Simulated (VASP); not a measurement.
OSZICAR of a VASP run on BaZrO3 (cubic perovskite):

### OSZICAR
```
       N       E                     dE             d eps       ncg     rms          rms(c)
DAV:   1     0.331194950974E+03    0.33119E+03   -0.22396E+04   960   0.163E+03
DAV:   2    -0.296734642104E+02   -0.36087E+03   -0.35724E+03  1296   0.392E+02
DAV:   3    -0.488924171992E+02   -0.19219E+02   -0.19203E+02  1624   0.915E+01
DAV:   4    -0.493263357989E+02   -0.43392E+00   -0.43385E+00  1336   0.110E+01
DAV:   5    -0.493412452816E+02   -0.14909E-01   -0.14909E-01  1416   0.133E+00    0.293E+01
DAV:   6    -0.417587196109E+02    0.75825E+01   -0.48143E+01  1224   0.444E+01    0.131E+01
DAV:   7    -0.417323574766E+02    0.26362E-01   -0.35582E+00  1432   0.109E+01    0.755E+00
DAV:   8    -0.417166701813E+02    0.15687E-01   -0.32663E-01  1256   0.463E+00    0.721E-01
DAV:   9    -0.417159395002E+02    0.73068E-03   -0.56256E-02  1304   0.139E+00    0.452E-01
DAV:  10    -0.417177450891E+02   -0.18056E-02   -0.16167E-02  1336   0.113E+00    0.246E-01
DAV:  11    -0.417173342034E+02    0.41089E-03   -0.22610E-03  1256   0.410E-01    0.378E-02
DAV:  12    -0.417173855393E+02   -0.51336E-04   -0.15901E-04  1184   0.981E-02    0.390E-02
DAV:  13    -0.417173862298E+02   -0.69050E-06   -0.25111E-05  1536   0.374E-02    0.504E-03
DAV:  14    -0.417173865258E+02   -0.29600E-06   -0.25601E-06  1224   0.131E-02    0.268E-03
DAV:  15    -0.417173865589E+02   -0.33145E-07   -0.43487E-07  1296   0.467E-03
   1 F= -.42700021E+02 E0= -.42700021E+02  d E =0.000000E+00
```

### Question
Which electronic solver shows in the log?

### Answer
It is blocked Davidson (ALGO = Normal, or the opening steps of other solvers). The INCAR had ALGO = Normal.

### Question
Can the final energy be trusted as converged?

### Answer
The calculation finished and met its thresholds. It stopped with EDIFF = 1E-7, NELM = 100 (PBE GGA with D4 dispersion, plane waves, VASP's PBE PAW potentials (set 64)).

The compound is BaZrO3 in the cubic perovskite structure. It was relaxed first.
